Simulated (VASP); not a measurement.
```xyz
5
Lattice="3.9987 0.0000 0.0000 0.0000 3.9987 0.0000 0.0000 0.0000 4.4592" Properties=species:S:1:pos:R:3 pbc="T T T"
Ba     0.0000     0.0000     0.1225
Ti     1.9993     1.9993     2.4092
O      1.9993     1.9993     4.2036
O      0.0000     1.9993     2.1261
O      1.9993     0.0000     2.1261
```

These are RPBE GGA, VASP's PBE PAW potentials (set 64) (plane waves; VASP) values and carry that method's errors. Numerical set-up: 520 eV cut-off, Gaussian smearing of 0.050 eV, potentials Ba_sv Ti_sv O.

Unless said otherwise, spin-orbit coupling is left out, though it shifts the bands of the heavy elements here.

Problem. Give the energies of bands 12 to 23 at the high-symmetry points, in eV from the valence-band maximum.

Solution. 
```
band      Γ      X      M      Z      R      A
----  -----  -----  -----  -----  -----  -----
12    -2.81  -4.02  -4.37  -3.92  -4.13  -4.41
13    -2.60  -2.98  -3.98  -2.85  -4.02  -3.74
14    -2.60  -2.90  -3.75  -2.85  -3.60  -3.62
15    -2.14  -2.86  -3.17  -2.36  -3.10  -3.02
16    -2.14  -2.04  -3.17  -2.36  -2.45  -2.81
17    -1.52  -2.02  -2.35  -2.18  -2.00  -2.81
18    -1.48  -1.94  -1.26  -1.96  -1.45  -0.82
19    -0.68  -1.82  -1.26  -0.75  -1.26  -0.82
20    -0.68  -1.72  -0.04  -0.75  -0.83   0.00
21     1.79   2.73   3.41   1.87   3.29   3.61
22     2.72   3.23   3.41   3.28   3.31   3.61
23     2.72   3.36   3.44   3.28   3.38   3.81
```

The gap is indirect, 1.79 eV, from the valence maximum at A to the conduction minimum at Γ.

The compound is BaTiO3 in the tetragonal perovskite structure. It was relaxed first, which changed the volume by +11 %.
